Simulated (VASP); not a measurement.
Output of a VASP run:

**OSZICAR**
```
       N       E                     dE             d eps       ncg     rms          rms(c)
DAV:   1     0.149955043764E+03    0.14996E+03   -0.15250E+04   680   0.944E+02
DAV:   2    -0.670887425511E+01   -0.15666E+03   -0.15386E+03   694   0.257E+02
DAV:   3    -0.263531907938E+02   -0.19644E+02   -0.19306E+02  1038   0.465E+01
DAV:   4    -0.276523548254E+02   -0.12992E+01   -0.12876E+01   864   0.136E+01
DAV:   5    -0.276962791817E+02   -0.43924E-01   -0.43153E-01   926   0.232E+00    0.522E+01
DAV:   6    -0.269243662156E+02    0.77191E+00   -0.12789E+00   674   0.577E+00    0.323E+01
DAV:   7    -0.272171931707E+02   -0.29283E+00   -0.66643E+00   910   0.907E+00    0.108E+01
DAV:   8    -0.267786210803E+02    0.43857E+00   -0.36083E+00   848   0.503E+00    0.480E+00
DAV:   9    -0.267073375564E+02    0.71284E-01   -0.77684E-01   848   0.261E+00    0.195E+00
DAV:  10    -0.266977740140E+02    0.95635E-02   -0.13148E-01   920   0.143E+00    0.126E+00
DAV:  11    -0.267002252579E+02   -0.24512E-02   -0.95166E-02   840   0.101E+00    0.164E+00
DAV:  12    -0.266956407914E+02    0.45845E-02   -0.75566E-02  1048   0.855E-01    0.468E-01
DAV:  13    -0.266947845383E+02    0.85625E-03   -0.82931E-03   814   0.387E-01    0.158E-01
DAV:  14    -0.266947683520E+02    0.16186E-04   -0.46313E-04   800   0.107E-01    0.597E-02
DAV:  15    -0.266947683674E+02   -0.15389E-07   -0.59102E-05   880   0.388E-02    0.218E-02
DAV:  16    -0.266947672753E+02    0.10921E-05   -0.10825E-05   716   0.139E-02    0.722E-03
DAV:  17    -0.266947672450E+02    0.30281E-07   -0.55046E-07   392   0.569E-03
   1 F= -.26694767E+02 E0= -.26686905E+02  d E =-.235879E-01
```

OUTCAR:
```
------------------------ aborting loop because EDIFF is reached ----------------------------------------
  FORCE on cell =-STRESS in cart. coord.  units (eV):
  Direction    XX          YY          ZZ          XY          YZ          ZX
  --------------------------------------------------------------------------------------
  Total       -0.9126799     -0.7969045     -2.9519346     -0.0304542      0.0000746     -0.0007101
  in kB      -11.0513059     -9.6494244    -35.7438921     -0.3687592      0.0009035     -0.0085981
  external PRESSURE =     -18.8148742 kB  Pullay stress =       0.0000000 kB
  volume of cell :      132.32
      direct lattice vectors                 reciprocal lattice vectors
     3.621222000  0.000000000  0.000000000     0.276149874  0.159435217  0.000000000
    -1.810611000  3.136070000  0.000000000     0.000000000  0.318870433  0.000000000
     0.000000000  0.000000000 11.651305000     0.000000000  0.000000000  0.085827296
 POSITION                                       TOTAL-FORCE (eV/Angst)
 -----------------------------------------------------------------------------------
     -1.79974      3.12784     11.64195        -0.009225      0.009240      0.019074
      3.61455      0.00092      5.82376         0.004089      0.000700      0.004940
     -0.01253      2.07576      2.92638         0.013745      0.016000     -0.032188
      1.81894      1.06762      8.73617        -0.008609     -0.025940      0.008174
 -----------------------------------------------------------------------------------
    total drift:                               -0.000003     -0.000026     -0.000175
  FREE ENERGIE OF THE ION-ELECTRON SYSTEM (eV)
  ---------------------------------------------------
  free  energy   TOTEN  =       -26.6947672450 eV

  energy  without entropy=      -26.6711793245  energy(sigma->0) =      -26.68690460
```
(Selected blocks of OUTCAR.)

File POSCAR:
```
Y
1
    3.6212220000     0.0000000000     0.0000000000
   -1.8106110000     3.1360700000     0.0000000000
    0.0000000000     0.0000000000    11.6513050000
Y
4
Direct
  0.0016900000  -0.0026250000  -0.0008030000
 -0.0016960000   0.0002940000   0.4998380000
  0.3274900000   0.6618990000   0.2511630000
  0.6725150000   0.3404320000   0.7498020000
```

Write an INCAR and KPOINTS that could have produced this output.

One answer among several that fit: the input of the run itself, LDA (Ceperley-Alder, Perdew-Zunger), plane waves, VASP's LDA PAW potentials (set 64).

**KPOINTS**
```
Automatic mesh
0
Gamma
2 2 2
0.5 0.5 0.5
```

**INCAR**
```
EDIFF = 1E-6   ! SCF stop (eV)
ISIF = 2
PREC = Accurate
SIGMA = 0.1   ! width (eV)
LWAVE = .False.
LMAXMIX = 4   ! l cut-off of mixed one-centre charges
LREAL = .False.
ENCUT = 240   ! plane-wave cut-off (eV)
LCHARG = .False.
ALGO = Normal   ! blocked Davidson
NELM = 100   ! most electronic steps
SYSTEM = Y
LASPH = .True.   ! aspherical one-centre terms
ISMEAR = 1
```

POTCAR, in this order: Y_sv (LDA.64 set). Program: vasp_std.

At this cut-off the stress carries a Pulay error, which pulls relaxed volumes low.

The structure was generated: Y was put into an ordered model structure, which need not be its known phase. The cell was not relaxed at this level, atoms are displaced from their ideal sites. The k-mesh is coarse (spacing up to 1.00 per Å, 2π included), so the numbers may not be converged in it. The run is one of a series of settings (ENCUT = 240, GGA removed, KPOINTS 2×2×2 Γ-centred mesh shifted by (0.5, 0.5, 0.5), POTCAR Y_sv (LDA.64 set) against the base run), some of them coarse on purpose.
